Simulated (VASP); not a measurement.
Pt:

```
Pt
1.0
     0.00000    1.96090    1.96090
     1.96090    0.00000    1.96090
     1.96090    1.96090    0.00000
Pt
1
Direct
  0.00000 0.00000 0.00000
```

| Property | Result |
| --- | --- |
| Program | VASP 6.6.1 |
| Task | relaxation of cell and atoms |
| Functional | r2SCAN |
| Potentials or basis | VASP PAW PBE potentials, release 64 (Pt) |
| Cutoff | 600 eV |
| k mesh | 18 × 18 × 18 |
| Occupations | gaussian, width 0.1 eV |
| Spin | no spin polarisation |

At the start: pressure 4.8 GPa; volume 15.08 Å³/atom.

How do energy, volume and symmetry change on relaxing?

Over 4 steps the energy falls by 3.7 meV/atom and the volume is 15.33 Å³/atom (+1.7 %); space group Fm-3m (No. 225, to 0.05 Å).

Step by step:
```
step  energy change (eV)  largest force (eV/Å)  pressure (GPa)  volume (Å³)
   1              0.0000                0.0000            4.79        15.08
   2              0.0245                0.0000          -11.40        16.08
   3             -0.0037                0.0000           -0.05        15.34
   4             -0.0037                0.0000            0.03        15.33
```

Final structure:
```cif
data_structure
_symmetry_space_group_name_H-M 'P 1'
_symmetry_Int_Tables_number 1
_cell_length_a 2.7886
_cell_length_b 2.7886
_cell_length_c 2.7886
_cell_angle_alpha 60.000
_cell_angle_beta 60.000
_cell_angle_gamma 60.000
_cell_volume 15.33
loop_
_atom_site_label
_atom_site_type_symbol
_atom_site_fract_x
_atom_site_fract_y
_atom_site_fract_z
_atom_site_occupancy
Pt1 Pt 0.00000 0.00000 0.00000 1
```

Caveat: the PAW data sets were made with another functional, which shifts forces and pressure a little.
